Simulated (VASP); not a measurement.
Input:

```yaml
crystal:
  lattice:
    - [-1.63262, 1.63262, 1.63262]
    - [1.63262, -1.63262, 1.63262]
    - [1.63262, 1.63262, -1.63262]
  atoms:
    - { symbol: Nb, position: [0.00000, 0.00000, 0.00000] }
```

Computed with PBE GGA with D3 dispersion (zero damping), VASP's PBE PAW potentials (set 64) (plane waves; VASP). Numerical set-up: 520 eV cut-off, 16×16×16 Γ-centred mesh, first-order Methfessel-Paxton smearing of 0.10 eV, potentials Nb_sv.

Problem. Estimate the energy per atom (σ→0), band gap (on the k-mesh) with the smallest direct gap where there is one.

Solution. 
```
Item                                                         Value
------------------------  ----------------------------------------
band gap (on the k-mesh)  none (metal, semimetal or under 0.01 eV)
energy per atom (σ→0)                              -10.778 eV/atom
```

Total energies compare only between runs with the same potentials, cut-off and functional.

The compound is Nb in the bcc structure. It was relaxed first.
